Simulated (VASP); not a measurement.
Given:

```xyz
6
Lattice="1.5617 -2.7049 0.0000 1.5617 2.7049 0.0000 0.0000 0.0000 12.0269" Properties=species:S:1:pos:R:3 pbc="T T T"
Mo     1.5617     0.9016     3.0067
Mo     1.5617    -0.9016     9.0202
S      1.5617     0.9016    10.5751
S      1.5617    -0.9016     4.5616
S      1.5617    -0.9016     1.4519
S      1.5617     0.9016     7.4653
```

All values below come from LDA (Ceperley-Alder, Perdew-Zunger), VASP's LDA PAW potentials (set 64) (plane waves; VASP). Run with 500 eV cut-off, 8×8×2 Γ-centred mesh, Gaussian smearing of 0.050 eV, potentials Mo_sv S.

Energy and stress use the plane-wave basis of the starting cell.

### Question
The ions, cell shape and volume at an external pressure of 5.0 GPa are relaxed. Predict the relaxed structure.

### Answer

```xyz
6
Lattice="1.5433 -2.6731 0.0000 1.5433 2.6731 0.0000 0.0000 0.0000 11.4840" Properties=species:S:1:pos:R:3 pbc="T T T"
Mo     1.5433     0.8910     2.8710
Mo     1.5433    -0.8910     8.6130
S      1.5433     0.8910    10.1712
S      1.5433    -0.8910     4.4292
S      1.5433    -0.8910     1.3128
S      1.5433     0.8910     7.0548
```
Space group P6_3/mmc (194), at a tolerance of 0.03 Å.

### Question
How do energy and volume change from the first to the last step?

### Answer
The energy (σ→0) changes by +16.5 meV/atom and the volume by -6.7 %, in 10 ionic steps.

The compound is MoS2 in the 2H layered structure. This run relaxes it under an external pressure of 5 GPa. Symmetry was kept, so distortions that lower it aren't found.
